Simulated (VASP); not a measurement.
Input:

```
CELL_PARAMETERS angstrom
      2.72000     0.00000     0.00000
      0.00000     2.72000     0.00000
      0.00000     0.00000     3.71000
ATOMIC_POSITIONS crystal
  Fe 0.04412 0.01838 0.00000
  Pt 0.50000 0.50000 0.50000
```
Starting moments (μB, in the order of the record's atoms Fe Pt): 3.0 0.0.

These are PBE GGA, VASP's PBE PAW potentials (set 64) (plane waves; VASP) values and carry that method's errors. Settings: 400 eV cut-off, 10×10×8 Γ-centred mesh, first-order Methfessel-Paxton smearing of 0.10 eV, potentials Fe Pt.

**Question.** The ions are relaxed. Predict the relaxed structure.

**Answer.** 
```
CELL_PARAMETERS angstrom
      2.72000     0.00000     0.00000
      0.00000     2.72000     0.00000
      0.00000     0.00000     3.71000
ATOMIC_POSITIONS crystal
  Fe 0.02210 0.00915 0.00000
  Pt 0.52202 0.50923 0.50000
```
Space group P4/mmm (123), at a tolerance of 0.03 Å. The cell ends with 3.34 μB, on the sites 2.96 0.36 μB.

**Question.** How much energy does the relaxation gain?

**Answer.** The energy (σ→0) changes by -18.9 meV/atom, in 4 ionic steps.

| step | E(σ→0) (eV) | max force (eV/Å) | pressure (GPa) | volume (Å³) |
|---|---|---|---|---|
| 1 | -14.7622 | 0.588 | 5.28 | 27.45 |
| 2 | -14.7881 | 0.325 | 4.72 | 27.45 |
| 3 | -14.7999 | 0.013 | 4.47 | 27.45 |
| 4 | -14.8000 | 0.002 | 4.56 | 27.45 |

The compound is FePt in the L1_0 structure. In the starting cell atoms are displaced from their ideal sites. This run relaxes the ions in a fixed cell. Symmetry was kept, so distortions that lower it aren't found.
